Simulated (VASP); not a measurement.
Data:

```
AlFe
1.0
    2.91000     0.00000     0.00000
    0.00000     2.91000     0.00000
    0.00000     0.00000     2.91000
Al Fe
1 1
Direct
  0.50000   0.50000   0.50000
  0.00000   0.00000   0.00000
```

These are PBE GGA, VASP's PBE PAW potentials (set 64) (plane waves; VASP 6.6.1) values and carry that method's errors. Settings: 400 eV cut-off, 11×11×11 Γ-centred mesh, Fermi-Dirac smearing of 0.010 eV, potentials Al Fe.

What does the run give for the energy per atom (σ→0), pressure, band gap (on the k-mesh) with the smallest direct gap where there is one?

The band gap (on the k-mesh) is none (metal, semimetal or under 0.01 eV) and the energy per atom (σ→0) is -6.293 eV/atom. The pressure is -7.28 GPa.

Total energies compare only between runs with the same potentials, cut-off and functional.

The compound is FeAl in the CsCl type structure. The cell was not relaxed at this level. The run is one of a series of settings (ISMEAR = -1, SIGMA = 0.01 against the base run), some of them coarse on purpose. The run is not spin-polarised, so no magnetic state was tried. The electron count is odd and the run is not spin-polarised, which forces a metal.
